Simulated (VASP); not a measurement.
As:

```
CELL_PARAMETERS angstrom
1.89451 1.09379 3.36035
-1.89451 1.09379 3.36035
0.00000 -2.18759 3.36035
ATOMIC_POSITIONS crystal
As 0.76937 0.76937 0.76937
As 0.23063 0.23063 0.23063
```

Base run:

```yaml
Program: VASP 6.6.1
Functional: PBE
Potentials_or_basis: VASP PAW PBE potentials, release 64 (As)
Cutoff: 520 eV
k_mesh: 12 × 12 × 12
Occupations: methfessel-paxton, width 0.1 eV
Spin: no spin polarisation
```

Its results: pressure 3.4 GPa; largest force 0.008 eV/Å.

**Question.** The run is repeated on the same cell with these changes: functional from PBE to r2SCAN; further incar settings from ALGO = Fast; EDIFF = 1e-07 to ALGO = Normal; EDIFF = 1e-07. What comes out?

**Answer.** Pressure 1.3 GPa; largest force 0.267 eV/Å.

Caveats: the PAW data sets were made with another functional, which shifts forces and pressure a little (some runs).
